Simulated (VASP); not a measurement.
All values below come from vdW-DF2, VASP's PBE PAW potentials (set 64) (plane waves; VASP).

VASP input:

### INCAR
```
! general
SYSTEM   = SnO
PREC     = Accurate
ENCUT    = 520
LREAL    = F
LASPH    = T

! electronic loop
EDIFF    = 1E-6
NELM     = 100
ALGO     = Normal
LMAXMIX  = 4

! smearing
ISMEAR   = 0
SIGMA    = 0.05

! functional
GGA      = ML
LUSE_VDW = T
AGGAC    = 0.0
ZAB_VDW  = -1.8867

! ions
IBRION   = 2
NSW      = 60
ISIF     = 3
EDIFFG   = -0.02

! output
LWAVE    = F
LCHARG   = F
```

### POSCAR
```
SnO
1
    3.9646279960     0.0000000000     0.0000000000
    0.0000000000     3.9646279960    -0.0000000000
    0.0000000000     0.0000000000     5.2119531616
Sn O
2 2
Direct
  0.5000000000   0.0000000000   0.7752734439
  0.0000000000   0.5000000000   0.2247265561
  0.5000000000   0.5000000000   0.0000000000
  0.0000000000   0.0000000000   0.0000000000
```

File KPOINTS:
```
Regular mesh
0
G
5 5 4
```

POTCAR, in this order: Sn_d O (PBE.64 set). Program: vasp_std.

Energy and stress use the plane-wave basis of the starting cell.

Estimate the energy per atom (σ→0), volume per atom.

* **energy per atom (σ→0)**: -3.223 eV/atom
* **volume per atom**: 21.35 Å³/atom

OSZICAR:
```
...
DAV:   1    -0.128928929337E+02   -0.27701E-02   -0.14579E-01  1112   0.391E+00    0.339E-01
DAV:   2    -0.128912915295E+02    0.16014E-02   -0.57124E-03  1128   0.101E+00    0.189E-01
DAV:   3    -0.128904358483E+02    0.85568E-03   -0.20263E-03  1200   0.752E-01    0.415E-02
DAV:   4    -0.128904354262E+02    0.42210E-06   -0.47510E-04   984   0.216E-01    0.231E-02
DAV:   5    -0.128904231352E+02    0.12291E-04   -0.76240E-05  1168   0.137E-01    0.883E-03
DAV:   6    -0.128904230097E+02    0.12545E-06   -0.15963E-05  1248   0.536E-02    0.358E-03
DAV:   7    -0.128904231794E+02   -0.16974E-06   -0.14649E-06   496   0.103E-02
  11 F= -.12890423E+02 E0= -.12890423E+02  d E =-.276267E-03
```

The compound is SnO in the litharge structure. This run relaxes it. Symmetry was kept, so distortions that lower it aren't found. The start is the result of an earlier pass.
